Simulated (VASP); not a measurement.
An input for Quantum ESPRESSO's pw.x (written as the equivalent of a VASP run, and not itself run):

```
&CONTROL
  calculation = 'vc-relax'
  pseudo_dir = './pseudo'
  outdir = './out'
  tprnfor = .true.
  tstress = .true.
  nstep = 60
  forc_conv_thr = 0.00039
/
&SYSTEM
  ibrav = 0
  nat = 2
  ntyp = 2
  ecutwfc = 84
  occupations = 'smearing'
  smearing = 'gaussian'
  degauss = 0.003675
  input_dft = 'pbe'
/
&ELECTRONS
  conv_thr = 7.3e-08
  electron_maxstep = 100
/
&IONS
/
&CELL
/
ATOMIC_SPECIES
  Ga 69.723 Ga.upf
  As 74.922 As.upf
CELL_PARAMETERS angstrom
     0.0000000    2.8805526    2.8805526
     2.8805526    0.0000000    2.8805526
     2.8805526    2.8805526    0.0000000
ATOMIC_POSITIONS crystal
  Ga   0.0000000  0.0000000  0.0000000
  As   0.2500000  0.2500000  0.2500000
K_POINTS automatic
  7 7 7 0 0 0
```

Question: Write the VASP files for the same calculation (PBE).

Answer: Several could match; the one computed here: 
### POSCAR
```
GaAs
1.0
  0.0000000000   2.8805526054   2.8805526054
  2.8805526054   0.0000000000   2.8805526054
  2.8805526054   2.8805526054   0.0000000000
Ga As
1 1
Direct
  0.0000000000   0.0000000000   0.0000000000
  0.2500000000   0.2500000000   0.2500000000
```

### KPOINTS
```
Automatic mesh
0
gamma
 7 7 7
```

INCAR:
```
SYSTEM=GaAs
PREC=Accurate; ENCUT=480; LREAL=.False.
LASPH=.True.
EDIFF=1E-6; NELM=100; ALGO=Normal
LMAXMIX=4
ISMEAR=0; SIGMA=0.05
GGA=PE
IBRION=2; NSW=60; ISIF=3
EDIFFG=-0.01
LWAVE=.False.; LCHARG=.False.
```

POTCAR, in this order: Ga As (PBE.64 set). Program: vasp_std.

The two are equivalent in intent, not identical: the potentials are each code's own (VASP's PAW set, PseudoDojo norm-conserving files in pw.x), so ENCUT and ecutwfc are chosen apart and not converted; conv_thr bounds pw.x's estimated SCF error, while EDIFF bounds the energy change between steps; forc_conv_thr acts on force components and is met together with etot_conv_thr.

The compound is GaAs in the zinc blende structure. It was relaxed first, which changed the volume by +6 %. The start is the result of an earlier pass.
